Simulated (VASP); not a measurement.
Computed with PBEsol GGA, VASP's PBE PAW potentials (set 64) (plane waves; VASP).

VASP ran on this input.

File POSCAR:
```
Al
1
   -0.0000000000     2.0059607515     2.0059607515
    2.0059607515     0.0000000000     2.0059607515
    2.0059607515     2.0059607515    -0.0000000000
Al
1
Direct
  0.0000000000   0.0000000000   0.0000000000
```

**INCAR**
```
SYSTEM=Al
PREC=Accurate; ENCUT=480; LREAL=.FALSE.
LASPH=.TRUE.
EDIFF=1E-6; NELM=100; ALGO=Normal
ISMEAR=1; SIGMA=0.1
GGA=PS
IBRION=2; NSW=60; ISIF=3
EDIFFG=-0.01
LWAVE=.FALSE.; LCHARG=.FALSE.
```

### KPOINTS
```
K-points
0
gamma
14 14 14
0 0 0
```

POTCAR, in this order: Al (PBE.64 set). Program: vasp_std.

The resulting files:

### OSZICAR
```
       N       E                     dE             d eps       ncg     rms          rms(c)
DAV:   1    -0.238530156370E+01   -0.23853E+01   -0.82742E+02  1160   0.299E+02
DAV:   2    -0.409899610145E+01   -0.17137E+01   -0.16424E+01  1400   0.285E+01
DAV:   3    -0.411412706962E+01   -0.15131E-01   -0.15109E-01  1340   0.302E+00
DAV:   4    -0.411418142182E+01   -0.54352E-04   -0.54352E-04  1435   0.178E-01
DAV:   5    -0.411418172773E+01   -0.30591E-06   -0.30601E-06  1390   0.954E-03    0.144E+00
DAV:   6    -0.409670109915E+01    0.17481E-01   -0.21633E-03  1205   0.310E-01    0.816E-01
DAV:   7    -0.408490335085E+01    0.11798E-01   -0.59204E-03  1240   0.494E-01    0.173E-01
DAV:   8    -0.408488860143E+01    0.14749E-04   -0.32457E-05  1350   0.592E-02    0.126E-02
DAV:   9    -0.408488782222E+01    0.77921E-06   -0.53515E-07  1265   0.534E-03
   1 F= -.40848878E+01 E0= -.40849862E+01  d E =-.408489E+01
```

OUTCAR:
```
------------------------ aborting loop because EDIFF is reached ----------------------------------------
  FORCE on cell =-STRESS in cart. coord.  units (eV):
  Direction    XX          YY          ZZ          XY          YZ          ZX
  --------------------------------------------------------------------------------------
  Total        0.0002919      0.0002919      0.0002919      0.0000000      0.0000000      0.0000000
  in kB        0.0289659      0.0289659      0.0289659      0.0000000      0.0000000      0.0000000
  external PRESSURE =       0.0289659 kB  Pullay stress =       0.0000000 kB
  volume of cell :       16.14
      direct lattice vectors                 reciprocal lattice vectors
     0.000000000  2.005960751  2.005960751    -0.249257120  0.249257120  0.249257120
     2.005960751  0.000000000  2.005960751     0.249257120 -0.249257120  0.249257120
     2.005960751  2.005960751  0.000000000     0.249257120  0.249257120 -0.249257120
 POSITION                                       TOTAL-FORCE (eV/Angst)
 -----------------------------------------------------------------------------------
      0.00000      0.00000      0.00000         0.000000     -0.000000     -0.000000
 -----------------------------------------------------------------------------------
    total drift:                                0.000000      0.000000     -0.000000
  FREE ENERGIE OF THE ION-ELECTRON SYSTEM (eV)
  ---------------------------------------------------
  free  energy   TOTEN  =        -4.0848878222 eV

  energy  without entropy=       -4.0851828637  energy(sigma->0) =       -4.08498617

 reached required accuracy - stopping structural energy minimisation
```
(Selected blocks of OUTCAR.)

The compound is Al in the fcc structure. It was relaxed first. The start is the result of an earlier pass.
